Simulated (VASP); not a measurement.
An input for Ansatz (written as the equivalent of a VASP run, and not itself run):

Ansatz 0.2 input:
```yaml
crystal:
  lattice:
    - [0.0000000, 3.9312000, 3.9312000]
    - [3.9312000, 0.0000000, 3.9312000]
    - [3.9312000, 3.9312000, 0.0000000]
  atoms:
    - { symbol: Cs, position: [0.0000000, 0.0000000, 0.0000000] }
    - { symbol: Br, position: [0.5000000, 0.5000000, 0.5000000] }
kpoints:
  mp_grid: { grid: [5, 5, 5] }
hamiltonian:
  xc: r2scan
  pseudopotentials: { kind: paw }
scf:
  occupations: { method: gaussian, width: 0.05 }
  max_iter: 100
relax:
  max_steps: 60
  f_tol: 0.01
  cell: {}
output: { forces: true, stress: true, eigenvalues: true }
```

Question: Write the VASP files for the same calculation (r2SCAN).

Answer: This is not unique; one that fits is 
File POSCAR:
```
CsBr
1.0
  0.0000000000   3.9312000000   3.9312000000
  3.9312000000   0.0000000000   3.9312000000
  3.9312000000   3.9312000000   0.0000000000
Cs Br
1 1
Direct
  0.0000000000   0.0000000000   0.0000000000
  0.5000000000   0.5000000000   0.5000000000
```

### INCAR
```
SIGMA=0.05   # width (eV)
LMAXMIX=4   # l cut-off of mixed one-centre charges
PREC=Accurate
LMIXTAU=.True.
ALGO=Normal
LCHARG=.False.
EDIFFG=-0.01   # ionic stop
ENCUT=400
SYSTEM=CsBr
ISIF=3   # ions, shape and volume
EDIFF=1E-6   # SCF stop (eV)
ISMEAR=0   # Gaussian
NSW=60   # most ionic steps
LREAL=.False.   # projection in real space or not
IBRION=2
NELM=100   # most electronic steps
METAGGA=R2SCAN
LWAVE=.False.
LASPH=.True.   # aspherical one-centre terms
```

File KPOINTS:
```
Automatic mesh
0
Gamma
5 5 5
0 0 0
```

POTCAR, in this order: Cs_sv Br (PBE.64 set). Program: vasp_std.

Limits of the translation: each code has its own PAW files, so the cut-off isn't converted (ENCUT is set for VASP's; basis.ecutwfc is left out, and Ansatz then takes the one that its files recommend); Ansatz stops its SCF on the density residual and VASP on the energy change (EDIFF).

The structure was generated: CsBr was put into the rock salt type (Fm-3m), which need not be its known phase. This run relaxes it. Symmetry was kept, so distortions that lower it aren't found.
